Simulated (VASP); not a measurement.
A run of VASP 6.6.1:

The input POSCAR:

```
Rb3Hg
1.0
    6.3302240000      0.0000000000      0.0000000000
    0.0000000000      6.3302240000      0.0000000000
    0.0000000000      0.0000000000      6.3302240000
Rb Hg
3 1
Direct
    0.0000000000      0.5000000000      0.5000000000
    0.5000000000      0.0000000000      0.5000000000
    0.5000000000      0.5000000000      0.0000000000
    0.0000000000      0.0000000000      0.0000000000
```

INCAR.step1

```
SYSTEM = Rb3Hg
ALGO = Normal ; EDIFF = 1E-4
ENCUT = 520 ; GGA = PE
ISMEAR = -1 ; LASPH = .True.
LCHARG = .False. ; LREAL = .False.
LWAVE = .True. ; NBANDS = 28
NELM = 100 ; PREC = Accurate
SIGMA = 0.1
```

File INCAR.step2:

```
SYSTEM = Rb3Hg
ALGO = Normal ; EDIFF = 1E-7
ENCUT = 520 ; ISIF = 2
ISMEAR = -1 ; ISTART = 1
LASPH = .True. ; LCHARG = .False.
LMIXTAU = .True. ; LREAL = .False.
LWAVE = .False. ; METAGGA = R2SCAN
NBANDS = 28 ; NELM = 100
PREC = Accurate ; SIGMA = 0.1
```

Contents of KPOINTS:

```
k-points
0
Gamma
  4 4 4
  0 0 0
```

Potentials or basis: VASP PAW PBE potentials, release 64 (Rb_sv, Hg).

Run with:

```bash
$ cat potpaw_PBE.64/Rb_sv/POTCAR potpaw_PBE.64/Hg/POTCAR > POTCAR
$ cp INCAR.step1 INCAR
$ mpirun -np 1 vasp_std > vasp.out
$ cp INCAR.step2 INCAR
$ mpirun -np 1 vasp_std > vasp.out
```

Hardware: 1 thread of Intel(R) Xeon(R) Platinum 8488C (Sapphire Rapids), with other jobs on the host.

Problem. How long does it take, and how much memory?

Solution. Run time: 3.2 min on 1 thread of Intel(R) Xeon(R) Platinum 8488C (Sapphire Rapids), on a shared host, peak memory 0.39 GiB. Counts: scf iterations 14, k points 10.
